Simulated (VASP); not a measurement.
Input:

```
CELL_PARAMETERS angstrom
      4.60119     0.00000     0.00000
      0.00000     4.60119     0.00000
      0.00000     0.00000     4.60119
ATOMIC_POSITIONS crystal
  V  0.25000 0.00000 0.50000
  V  0.50000 0.25000 0.00000
  V  0.50000 0.75000 0.00000
  V  0.75000 0.00000 0.50000
  V  0.00000 0.50000 0.75000
  V  0.00000 0.50000 0.25000
  Si 0.50000 0.50000 0.50000
  Si 0.00000 0.00000 0.00000
```

Level of theory: LDA (Ceperley-Alder, Perdew-Zunger), VASP's LDA PAW potentials (set 64) (plane waves; VASP). Settings: 400 eV cut-off, 8×8×8 Γ-centred mesh, tetrahedra with Blöchl corrections, potentials V_sv Si.

The cores are frozen, which limits the accuracy of field gradients.

Problem. Give the principal components of the electric field gradient (V/Å²) and the asymmetry η at each nucleus.

Solution. 
```json
[
 {"atom": "V1", "Vxx": "-22.3", "Vyy": "-22.3", "Vzz": "44.6", "η": "0.00"},
 {"atom": "V2", "Vxx": "-22.3", "Vyy": "-22.3", "Vzz": "44.6", "η": "0.00"},
 {"atom": "V3", "Vxx": "-22.3", "Vyy": "-22.3", "Vzz": "44.6", "η": "0.00"},
 {"atom": "V4", "Vxx": "-22.3", "Vyy": "-22.3", "Vzz": "44.6", "η": "0.00"},
 {"atom": "V5", "Vxx": "-22.3", "Vyy": "-22.3", "Vzz": "44.6", "η": "0.00"},
 {"atom": "V6", "Vxx": "-22.3", "Vyy": "-22.3", "Vzz": "44.6", "η": "0.00"},
 {"atom": "Si7", "Vxx": "0.0", "Vyy": "0.0", "Vzz": "0.0", "η": "-"},
 {"atom": "Si8", "Vxx": "0.0", "Vyy": "0.0", "Vzz": "0.0", "η": "-"}
]
```

The compound is V3Si in the A15 structure. It was relaxed first, which changed the volume by -7 %. The run is not spin-polarised, so no magnetic state was tried.
